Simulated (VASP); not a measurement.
## Hf: stress against strain

Hf (hcp, P6_3/mmc, 20.844 Å³/atom and stress up to 0.24 GPa in the relaxed cell, c along z) under a strain ε along c (axis z), the other axes held. LDA in VASP (plane waves, PAW), 480 eV, 18×18×10 Γ-centred mesh, Methfessel-Paxton smearing 0.10 eV; ions are relaxed, or left where forces stay under 0.02 eV/Å, within the symmetry of each cell. Against the start cell, which lies near the measured one, the relaxed cell differs by -6.3 % in volume and -2.2 % in c; the values below rest on it. Stress is positive for a compressed cell.

Here s stands for strain and y for stress zz.

```csv
strain (%),stress zz (GPa)
-1.50,3.54
-1.00,2.44
-0.50,1.34
0.00,0.24
0.50,-0.83
1.00,-1.87
1.50,-2.89
3.00,?
```

The 7 complete rows are fitted with a straight line, y against s. Means: s 0, y 0.281. About the means, the sum of products is -15.040 and the sum of squares of s is 7.0000; the slope is their ratio. Least squares gives y = 0.281 - 2.1486·s. Residuals (row less fit): 0.036, 0.010, -0.015, -0.041, -0.037, -0.002, 0.052; standard error 0.038 (degrees of freedom: 5). The slope gives the elastic constant C33 = about 210 GPa.

Estimate the missing y (s = 3.00); what did the run itself give?

y = 0.281 - 2.1486 × 3.0 = -6.165 GPa. The calculation gives -5.90 GPa, 0.265 GPa above the prediction (2.8 % of the range of y in the table). The row lies outside the fitted rows, so this is an extrapolation. From the scatter of the fitted rows alone, a prediction at this place has a standard error of 0.060 GPa, so the miss is 4.4 times that.

A polynomial of degree 2 through the 12 other runs of the series gives -5.91 there, so most of the miss is curvature that the fit leaves out. In a metal these values are sensitive to mesh and smearing; energies are taken to zero smearing, stresses follow the free energy. Rows are the converged runs of the series near zero and its far end; series whose fitted rows scatter by over a few per cent of the range, as at a crossing or softening among them, aren't shown in this form, nor equations of state whose B0' disagrees with the runs' pressures. Most that stay on the fit to the last digits aren't either.
